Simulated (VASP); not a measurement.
Here is the system:

```
LaB
1.0
    3.41256     0.00000     0.00000
    0.00000     3.41256     0.00000
    0.00000     0.00000     3.41256
La B
1 1
Direct
  0.00000   0.00000   0.00000
  0.50000   0.50000   0.50000
```

These are PBE GGA, VASP's PBE PAW potentials (set 64) (plane waves; VASP) values and carry that method's errors. Numerical set-up: 520 eV cut-off, Gaussian smearing of 0.050 eV, potentials La B.

Problem. Predict the band gap (along the path) with the smallest direct gap where there is one.

Solution. 
| Quantity | Value |
|---|---|
| band gap (along the path) | none (metal, semimetal or under 0.01 eV) |

The absolute energy has meaning only against runs of the same code, potentials and settings.

The structure was generated: LaB was put into the CsCl type type (Pm-3m), which need not be its known phase. It was relaxed first, which changed the volume by -27 %.
